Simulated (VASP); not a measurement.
Calculation: PBEsol GGA, VASP's PBE PAW potentials (set 64) (plane waves; VASP).

VASP input:

### INCAR
```
SYSTEM = MgH2
PREC = Accurate
ENCUT = 400
EDIFF = 1E-8
NELM = 100
ALGO = Normal
LREAL = .FALSE.
LASPH = .TRUE.
ISMEAR = 0
SIGMA = 0.05
GGA = PS
LWAVE = .FALSE.
LCHARG = .FALSE.
IBRION = 1
ISIF = 2
NSW = 30
EDIFFG = -0.001
```

### KPOINTS
```
Automatic mesh
0
Gamma
5 5 7
0 0 0
```

### POSCAR
```
MgH2
1
    4.4701650437     0.0000000000     0.0000000000
    0.0000000000     4.4701650437     0.0000000000
    0.0000000000     0.0000000000     2.9916269068
Mg H
2 4
Direct
  0.0000000000   0.0000000000   1.0000000000
  0.5000000000   0.5000000000   0.5000000000
  0.3043102660   0.3043102660   0.0000000000
  0.8043102660   0.1956897340   0.5000000000
  0.1956897340   0.8043102660   0.5000000000
  0.6956897340   0.6956897340   1.0000000000
```

POTCAR, in this order: Mg H (PBE.64 set). Program: vasp_std.

The run wrote:

File OSZICAR:
```
       N       E                     dE             d eps       ncg     rms          rms(c)
DAV:   1    -0.108320739910E+01   -0.10832E+01   -0.29150E+03   384   0.628E+02
DAV:   2    -0.183493304013E+02   -0.17266E+02   -0.16048E+02   528   0.753E+01
DAV:   3    -0.188729280474E+02   -0.52360E+00   -0.52360E+00   440   0.180E+01
DAV:   4    -0.188742696039E+02   -0.13416E-02   -0.13416E-02   608   0.958E-01
DAV:   5    -0.188742737057E+02   -0.41018E-05   -0.41018E-05   440   0.368E-02    0.610E+00
DAV:   6    -0.180275199105E+02    0.84675E+00   -0.66822E-01   408   0.473E+00    0.314E+00
DAV:   7    -0.177251890582E+02    0.30233E+00   -0.85990E-01   400   0.575E+00    0.462E-01
DAV:   8    -0.177294526293E+02   -0.42636E-02   -0.11342E-02   464   0.853E-01    0.741E-02
DAV:   9    -0.177293215167E+02    0.13111E-03   -0.43977E-04   560   0.142E-01    0.151E-02
DAV:  10    -0.177293278658E+02   -0.63491E-05   -0.12475E-05   456   0.312E-02    0.768E-03
DAV:  11    -0.177293272137E+02    0.65207E-06   -0.36476E-06   520   0.980E-03    0.155E-03
DAV:  12    -0.177293271284E+02    0.85363E-07   -0.11038E-07   544   0.235E-03    0.110E-04
DAV:  13    -0.177293271267E+02    0.16710E-08   -0.31405E-09   336   0.480E-04
   1 F= -.17729327E+02 E0= -.17729327E+02  d E =-.177293E+02
       N       E                     dE             d eps       ncg     rms          rms(c)
DAV:   1    -0.177293274495E+02   -0.32110E-06   -0.67091E-06   400   0.237E-02    0.706E-04
DAV:   2    -0.177293274425E+02    0.69372E-08   -0.41725E-08   456   0.179E-03
   2 F= -.17729327E+02 E0= -.17729327E+02  d E =-.315835E-06
       N       E                     dE             d eps       ncg     rms          rms(c)
DAV:   1    -0.177293277828E+02   -0.33336E-06   -0.47999E-05   384   0.638E-02    0.191E-03
DAV:   2    -0.177293277312E+02    0.51655E-07   -0.29369E-07   448   0.475E-03    0.109E-03
DAV:   3    -0.177293276972E+02    0.33933E-07   -0.75652E-08   448   0.145E-03    0.348E-05
DAV:   4    -0.177293276966E+02    0.59677E-09   -0.11012E-09   192   0.288E-04
   3 F= -.17729328E+02 E0= -.17729328E+02  d E =-.254113E-06
```

### OUTCAR
```
------------------------ aborting loop because EDIFF is reached ----------------------------------------
  FORCE on cell =-STRESS in cart. coord.  units (eV):
  Direction    XX          YY          ZZ          XY          YZ          ZX
  --------------------------------------------------------------------------------------
  Total       -0.1025114     -0.1025114      0.0762316      0.0000000      0.0000000      0.0000000
  in kB       -2.7474399     -2.7474399      2.0431074      0.0000000      0.0000000      0.0000000
  external PRESSURE =      -1.1505908 kB  Pullay stress =       0.0000000 kB
  volume of cell :       59.78
      direct lattice vectors                 reciprocal lattice vectors
     4.470165044  0.000000000  0.000000000     0.223705387  0.000000000  0.000000000
     0.000000000  4.470165044  0.000000000     0.000000000  0.223705387  0.000000000
     0.000000000  0.000000000  2.991626907     0.000000000  0.000000000  0.334266281
 POSITION                                       TOTAL-FORCE (eV/Angst)
 -----------------------------------------------------------------------------------
      0.00000     -0.00000      0.00000        -0.000000      0.000000      0.000000
      2.23508      2.23508      1.49581        -0.000000      0.000000      0.000000
      1.36049      1.36049     -0.00000        -0.000166     -0.000166      0.000000
      3.59557      0.87459      1.49581        -0.000166      0.000166     -0.000000
      0.87459      3.59557      1.49581         0.000166     -0.000166      0.000000
      3.10967      3.10967      0.00000         0.000166      0.000166     -0.000000
 -----------------------------------------------------------------------------------
    total drift:                               -0.000000      0.000000     -0.000000
  FREE ENERGIE OF THE ION-ELECTRON SYSTEM (eV)
  ---------------------------------------------------
  free  energy   TOTEN  =       -17.7293276966 eV

  energy  without entropy=      -17.7293276966  energy(sigma->0) =      -17.72932770

 reached required accuracy - stopping structural energy minimisation
```
(Selected blocks of OUTCAR.)

CONTCAR:
```
MgH2
   1.00000000000000
     4.4701650436999998    0.0000000000000000    0.0000000000000000
     0.0000000000000000    4.4701650436999998    0.0000000000000000
     0.0000000000000000    0.0000000000000000    2.9916269068000001
  Mg              H
     2     4
Direct
     0.0000000000000000   -0.0000000000000000    0.0000000000000000
     0.5000000000000000    0.5000000000000000    0.5000000000000000
     0.3043493982232579    0.3043493982232579   -0.0000000000000000
     0.8043493982232578    0.1956506017767421    0.5000000000000000
     0.1956506017767421    0.8043493982232578    0.5000000000000000
     0.6956506017767422    0.6956506017767422    0.0000000000000000
```

The compound is MgH2 in the rutile structure. This run relaxes the ions in a fixed cell. Symmetry was kept, so distortions that lower it aren't found. The start is the result of an earlier pass.
